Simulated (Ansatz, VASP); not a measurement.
## Al2Pt in two plane-wave programs

One calculation is typed for both programs; each brings its own data sets and cutoff. How far apart do they land?

Program: Ansatz 0.2.0. Level of theory: plane waves, with VASP 6.6.1 beside it; single point at PBE. Results are calculated unless marked as measured.

The database entry behind the starting cell differs from later determinations by our own check (0.1 to 0.3 % short, probably kX units), so it need not match the best structure at ambient conditions.

## Step 1: Starting point

The structure is cubic, space group Fm-3m (No. 225). The conventional cell has a = 5.910 Å, b = 5.910 Å, c = 5.910 Å, α = 90.00°, β = 90.00°, γ = 90.00°. Nearest to Pt lie 8 Al at 2.56 Å. Nearest to Al lie 4 Pt at 2.56 Å. Farther neighbours are not listed.

## Step 2: VASP: single point, PBE

With cell and atoms fixed, the geometry can't cause a difference; cores, projectors, grids and the points listed under the comparison can.

Lines of VASP's logs that name or quote its potential files are left out, and so is its time.

INCAR reads:

```
SYSTEM = Al2Pt
PREC = Accurate
ENCUT = 400
EDIFF = 1E-06
NELM = 100
ISMEAR = -1
SIGMA = 0.05
LREAL = .FALSE.
ALGO = Normal
GGA = PE
NBANDS = 14
LORBIT = 11
LWAVE = .FALSE.
LCHARG = .FALSE.
ISIF = 2
```

POSCAR reads:

```
Al2Pt
1.0
    0.0000000000      2.9550000000      2.9550000000
    2.9550000000      0.0000000000      2.9550000000
    2.9550000000      2.9550000000      0.0000000000
Pt Al
1 2
Direct
    0.0000000000      0.0000000000      0.0000000000
    0.7500000000      0.7500000000      0.7500000000
    0.2500000000      0.2500000000      0.2500000000
```

KPOINTS reads:

```
Automatic mesh
0
Gamma
8 8 8
0 0 0
```

Potentials, in the order of the species: Pt and Al (PBE family, release 64).

Command:

```sh
mpirun -np 1 vasp_std
```

Numbers of over 12 decimals in the logs are rounded to 6 here.

The program printed:

```text
[banner, memory and clock lines left out]
running    1 mpi-ranks, on    1 nodes
 distrk:  each k-point on    1 cores,    1 groups
 distr:  one band on    1 cores,    1 groups

 POSCAR found type information on POSCAR PtAl
 POSCAR found :  2 types and       3 ions
 LDA part: xc-table for (Slater+PW92), standard interpolation
 POSCAR, INCAR and KPOINTS ok, starting setup
 FFT: planning ... GRIDC
 FFT: planning ... GRID_SOFT
 FFT: planning ... GRID
 WAVECAR not read
 entering main loop
       N       E                     dE             d eps       ncg     rms          rms(c)
DAV:   1     0.384695580312E+02    0.38470E+02   -0.56688E+03   852   0.779E+02
DAV:   2    -0.155562781941E+02   -0.54026E+02   -0.47819E+02   982   0.152E+02
DAV:   3    -0.167959783205E+02   -0.12397E+01   -0.12295E+01  1064   0.224E+01
DAV:   4    -0.168057791472E+02   -0.98008E-02   -0.97980E-02   914   0.234E+00
DAV:   5    -0.168059490329E+02   -0.16989E-03   -0.16988E-03  1096   0.322E-01    0.856E+00
DAV:   6    -0.163472083071E+02    0.45874E+00   -0.20909E+00   932   0.133E+01    0.223E+00
DAV:   7    -0.162671687249E+02    0.80040E-01   -0.16254E-01   908   0.384E+00    0.167E+00
DAV:   8    -0.162374610950E+02    0.29708E-01   -0.29680E-02   920   0.151E+00    0.250E-01
DAV:   9    -0.162374950899E+02   -0.33995E-04   -0.15218E-03   986   0.345E-01    0.160E-01
DAV:  10    -0.162376505278E+02   -0.15544E-03   -0.27759E-04   910   0.122E-01    0.169E-02
DAV:  11    -0.162376481807E+02    0.23471E-05   -0.13697E-05  1016   0.358E-02    0.796E-03
DAV:  12    -0.162376500160E+02   -0.18353E-05   -0.48244E-06   890   0.144E-02    0.187E-03
DAV:  13    -0.162376499634E+02    0.52625E-07   -0.25521E-07   562   0.488E-03
   1 F= -.16237650E+02 E0= -.16231382E+02  d E =-.125362E-01
```

OUTCAR, selected parts (step 2):

```text
ion  position               nearest neighbor table
   1  0.000  0.000  0.000-   2 2.56   2 2.56   2 2.56   2 2.56   3 2.56   3 2.56   3 2.56   3 2.56

  LATTYP: Found a face centered cubic cell.
 ALAT       =     5.9100000000

 Subroutine GETGRP returns: Found 48 space group operations
 (whereof 48 operations were pure point group operations)

The static configuration has the point symmetry O_h .

 Found     29 irreducible k-points:

   k-points           NKPTS =     29   k-points in BZ     NKDIM =     29   number of bands    NBANDS=     14

   dimension x,y,z NGX =    28 NGY =   28 NGZ =   28
   dimension x,y,z NGXF=    56 NGYF=   56 NGZF=   56

   ENCUT  =  400.0 eV  29.40 Ry    5.42 a.u.   6.81  6.81  6.81*2*pi/ulx,y,z

   NELECT =      16.0000    total number of electrons

 k-points in reciprocal lattice and weights: Automatic mesh
   0.00000000  0.00000000  0.00000000       0.002
   0.12500000  0.00000000  0.00000000       0.016
   0.25000000  0.00000000  0.00000000       0.016
   0.37500000  0.00000000  0.00000000       0.016
   0.50000000  0.00000000  0.00000000       0.008
   0.12500000  0.12500000  0.00000000       0.012
   0.25000000  0.12500000  0.00000000       0.047
   0.37500000  0.12500000  0.00000000       0.047
   0.50000000  0.12500000  0.00000000       0.047
[...]
-0.37500000  0.50000000  0.12500000       0.023
  -0.25000000  0.50000000  0.25000000       0.012

 average (electrostatic) potential at core
       1 -66.6220       2 -72.4255       3 -72.4255

 E-fermi :   7.8701

 k-point     1 :       0.0000    0.0000    0.0000
  band No.  band energies     occupation
    ...
      2       2.8472      2.00000
      3       2.8472      2.00000
      4       2.8472      2.00000
      5       4.2077      2.00000
      6       4.2077      2.00000
      7      10.8541      0.00000
      8      11.7230      0.00000
      9      11.7230      0.00000
     10      11.7230      0.00000
     11      13.3094      0.00000
    ...

 k-point     2 :       0.1250    0.0000    0.0000
  band No.  band energies     occupation
    ...
      2       2.7219      2.00000
      3       2.9175      2.00000
      4       2.9175      2.00000
      5       4.1852      2.00000
      6       4.1852      2.00000
      7       9.5461      0.00000
      8      11.1669      0.00000
      9      11.1669      0.00000
     10      11.1924      0.00000
     11      13.8258      0.00000
    ...

 k-point     3 :       0.2500    0.0000    0.0000
  band No.  band energies     occupation
    ...
      3       3.0652      2.00000
      4       3.0652      2.00000
      5       4.1900      2.00000
      6       4.1900      2.00000
      7       7.0177      2.00000
      8      10.1760      0.00000
      9      10.1760      0.00000
     10      11.6430      0.00000
     11      13.3274      0.00000
     12      13.3814      0.00000
    ...

  Total        0.7490943      0.7490943      0.7490943      0.0000000     -0.0000000      0.0000000
  in kB       23.2565158     23.2565158     23.2565158      0.0000000     -0.0000000      0.0000000
  external PRESSURE =      23.2565158 kB  Pullay stress =       0.0000000 kB

  energy-cutoff  :      400.00
  volume of cell :       51.61
      direct lattice vectors                 reciprocal lattice vectors
     0.000000000  2.955000000  2.955000000    -0.169204738  0.169204738  0.169204738
     2.955000000  0.000000000  2.955000000     0.169204738 -0.169204738  0.169204738
     2.955000000  2.955000000  0.000000000     0.169204738  0.169204738 -0.169204738

 POSITION                                       TOTAL-FORCE (eV/Angst)
 -----------------------------------------------------------------------------------
      0.00000      0.00000      0.00000         0.000000     -0.000000      0.000000
      4.43250      4.43250      4.43250        -0.000000     -0.000000      0.000000
      1.47750      1.47750      1.47750         0.000000      0.000000     -0.000000
 -----------------------------------------------------------------------------------
    total drift:                               -0.000000     -0.000000      0.000000

  FREE ENERGIE OF THE ION-ELECTRON SYSTEM (eV)
  ---------------------------------------------------
  free  energy   TOTEN  =       -16.2376499634 eV

  energy  without entropy=      -16.2251137942  energy(sigma->0) =      -16.23138188

 total charge
# of ion       s       p       d       tot
------------------------------------------
    1        0.833   0.722   8.166   9.721
    2        0.401   0.363   0.000   0.765
    3        0.401   0.363   0.000   0.765
--------------------------------------------------
tot          1.636   1.449   8.166  11.250

[... 3 further parts left out ...]
```

At this level the cell is under a pressure of 2.3 GPa, so at these settings it is away from equilibrium.

## Step 3: Ansatz: single point, PBE

Ansatz runs on its default PAW (the set named soft_2) files.

The same cell, functional, mesh and smearing now go to Ansatz, which takes its cutoff from its data sets.

input.yaml reads:

```yaml
crystal:
  lattice:
    - [0.0, 2.955, 2.955]
    - [2.955, 0.0, 2.955]
    - [2.955, 2.955, 0.0]
  atoms:
    - { symbol: Pt, position: [0.0, 0.0, 0.0] }
    - { symbol: Al, position: [0.75, 0.75, 0.75] }
    - { symbol: Al, position: [0.25, 0.25, 0.25] }
hamiltonian:
  xc: pbe
  pseudopotentials: { kind: paw }
kpoints:
  mp_grid: { grid: [8, 8, 8] }
scf:
  occupations: { method: fermi_dirac, width: 0.05 }
  n_extra_bands: 4
output:
  forces: true
  stress: true
  eigenvalues: true
```

Command:

```sh
ansatz run input.yaml --threads 2 --pin off --max-ram 4608MiB --backend cpu --events-out ev --progress --plain --runs-dir out
```

The program printed:

```text
scf.n_extra_bands = 4 over 12 filled bands (N_el = 24.0): the run solves 16 bands
Engine: ansatz 0.2.0, aarch64-unknown-linux-gnu
Pseudopotentials: kind: paw
Pseudopotential: Pt, paw, valence charge 18, recommended cutoff 420 eV (normal), Pt.paw.azcp
Pseudopotential: Al, paw, valence charge 3, recommended cutoff 420 eV (normal), Al.paw.azcp
Functional definition: PBE
  parameter kappa = 0.804
  parameter beta = 0.066725
  exchange = pbe_x(kappa = kappa, mu = beta*pi^2/3)
  correlation = pbe_c(beta = beta)
Crystal: 3 atoms, lattice volume = 51.606 Å³
Basis set: ecut = 420 eV, 965 PW (Γ), exchange–correlation on 60×60×60 points (8 copies of the dense FFT grid, shifted against one another)
Bands: 16, of which v1, the nominal top of the filled ones, is band 12 counted from 1 (11 counted from 0)
Symmetry: 48 space group operations
Space group: Fm-3m (ITA 225), of the structure as read, at distance tolerance 3.7e-5 Å
k-points: 29 of 512
Non-local potential: Pt, projectors of the file, l = 0: 3, l = 1: 2, l = 2: 2, l = 3: 1
Non-local potential: Al, projectors of the file, l = 0: 2, l = 1: 2, l = 2: 1
PAW form: soft (Blöchl's): semilocal exchange-correlation on the pseudo side does not see the compensation charge
PAW one-centre angular grid: Pt, 590 points (default); XC on 64 Gauss nodes
PAW one-centre angular grid: Al, 110 points (default); XC on 64 Gauss nodes
Initial density: superposition of atomic densities (neutral atoms: chi_scale 0, normalization atom), corrected by the library's trained network
Initial wavefunctions: pseudopotential atomic-orbital guess
Functional: x = pbe(κ = 0.804, μ = 0.219515), c = pbe(β = 0.066725)
SCF iter   1: F=—  HF=-13600.653456 eV  |F-HF|=—  |Δ(HF+E_count)|=         —  Δρ=1.58e-3  dr2=1.43e-3  ethr=1.77e-3  ⟨swp⟩=5.9  Hψ=2440  notcnv=0
preconditioner: auto → Kerker (q_TF=auto, 2.401 Å⁻¹)  [metal: Δε(μ)=0.097 eV  Ē_g=8.310 eV  σ=0.050 eV  W_gap=0.43  n_scr=14 (ndim 8)  ℏωp=20.7 eV  f_vac=0.001  D(μ)=1.50/eV (n_scr^D=14)]
SCF iter   2: F=—  HF=-13600.653747 eV  |F-HF|=—  |Δ(HF+E_count)|=   2.91e-4  Δρ=8.08e-4  dr2=2.98e-4  ethr=5.96e-6  ⟨swp⟩=2.1  Hψ=863  notcnv=0
SCF iter   3: F=—  HF=-13600.653785 eV  |F-HF|=—  |Δ(HF+E_count)|=   3.73e-5  Δρ=1.99e-4  dr2=2.01e-5  ethr=1.24e-6  ⟨swp⟩=2.2  Hψ=669  notcnv=0
SCF iter   4: F=—  HF=-13600.653756 eV  |F-HF|=—  |Δ(HF+E_count)|=   2.81e-5  Δρ=4.18e-5  dr2=6.87e-7  ethr=8.36e-8  ⟨swp⟩=2.6  Hψ=675  notcnv=0
iter 5 did not close the SCF: its close was put off for the readings that it lacked (scf_convergence_deferred on its scf_iter line)
SCF iter   5: F=-13600.653756 eV  HF=-13600.653756 eV  |F-HF|=7.35e-9  |Δ(HF+E_count)|=   1.00e-7  Δρ=7.32e-6  dr2=2.27e-8  ethr=2.86e-9  ⟨swp⟩=2.4  Hψ=748  notcnv=0
SCF iter   6: F=-13600.653756 eV  HF=-13600.653756 eV  |F-HF|=2.57e-9  |Δ(HF+E_count)|=   2.36e-9  Δρ=2.40e-6  dr2=3.82e-9  ethr=9.47e-11  ⟨swp⟩=2.6  Hψ=1666  notcnv=0
SCF 1 converged in 6 iterations: F = -13600.653756 eV  dr2 = 3.82e-9
  greatest PAW one-centre occupation: 1.000 electrons in one spin orbital (limit 2), on the Pt atom at site 0 (counted from 0), in its partial waves of l = 0
SCF converged after 6 iterations
Free energy (F): -13600.653756 eV
Harris-Foulkes:  -13600.653756 eV  (|F-HF|=2.57e-9)
Internal energy: -13600.641233 eV  (E = F + TS)
E sigma→0 (E₀):  -13600.647495 eV
Entropy (-TS):   -0.012523 eV (-4.174 meV/atom)
Fermi energy:    11.366820 eV
--- Per-component energies (eV) ---
  E_band       = -311.065956
  E_kinetic    = 687.163618
  E_local      = -2700.641653  (includes V_loc(G=0)·N_el)
  E_nonlocal   = 217.518271
  E_hartree    = 1072.771485
  E_xc         = -343.531981
  E_vxc        = -363.783557  (∫ρ·V_xc dr)
  E_paw        = -10388.768459  (= ΣΔE_a)
  E_vpaw       = -296.862093  (= ΣTr[D̂ρ^β])
  E_aug_tail   = 0.000184  (compensation charges beyond the density's cutoff)
  E_ewald      = -2145.152698
  E_smearing   = -0.012523  (= −TS)
  E_closure    = -0.000000  (closes the sum)
  Σ components = -13600.653756   (vs F -13600.653756, Δ=0.00e0)
--- Forces (eV/Å), atoms counted from 1 ---
  atom   1  Pt    -0.00000000     0.00000000     0.00000000
  atom   2  Al     0.00000000    -0.00000000     0.00000000
  atom   3  Al    -0.00000000    -0.00000000     0.00000000
  max |Σ_I F_I| component: 4.63e-17 eV/Å
--- Stress (GPa, compression-positive) ---
        2.486650       0.000000      -0.000000
        0.000000       2.486650       0.000000
       -0.000000      -0.000000       2.486650
  P = ⅓ Tr σ = 2.4867 GPa (24.867 kbar)
--- Band table (eV; the first three rows and the last of 29) ---
  k-point 0: bands = [... 8 lower, 7.6930, 7.6930, 14.3578, 15.2080, 15.2080, 15.2080, 16.8077, 16.8077]
  k-point 1: bands = [... 8 lower, 7.6706, 7.6706, 13.0406, 14.6574, 14.6574, 14.6937, 17.3230, 17.3479]
  k-point 2: bands = [... 8 lower, 7.6761, 7.6761, 10.5144, 13.6703, 13.6703, 15.1432, 16.8259, 16.8727]
  k-point 28: bands = [... 8 lower, 7.6119, 8.1342, 8.6124, 8.6124, 10.5112, 16.5915, 16.5915, 17.5699]
```

Wall time 1 s (2 threads of Arm Neoverse V1, shared host); peak memory 0.3 GiB.

The run ends at a pressure of 2.49 GPa.

## Step 4: Differences

Known differences besides the potentials themselves: the data sets hold 24 valence electrons in Ansatz (default PAW (the set named soft_2) files) and 16 in VASP; the cutoff is 420 eV in Ansatz and 400 eV in VASP; VASP leaves aspherical gradient terms in its spheres out (LASPH is not set), Ansatz keeps them. Total energies have different zeros and are not compared.

Compared:

| quantity | Ansatz | VASP | difference |
| --- | --- | --- | --- |
| pressure (GPa) | 2.49 | 2.33 | +0.16 |
| pressure without Ansatz's Pulay correction (GPa) | 2.43 | 2.33 | +0.10 |

Ansatz's pressure holds a Pulay correction of 0.06 GPa; VASP's holds none.

## Step 5: Outcome

```yaml
difference_in_pressure_single_point_pbe: 0.16 GPa
```

The difference in pressure is 0.16 GPa (single point, PBE), within the 1 GPa picked in this series as the mark of a large difference. Such differences can come from data sets, numerical settings and the points named under the comparisons, not from the functional's error against experiment.

[Lines on the potential files, build, host, timing and source positions are cut from VASP's logs without a mark.]

[Logs are printed without paths, hosts, clocks, repeated set-up lines and the standing remarks that a program may print on its own settings, such as how far it seeks lower states.]

[Hosts, paths, dates, database ids (printed as entryN), source tags and the programs' standing remarks are cut or masked in the printed files.]
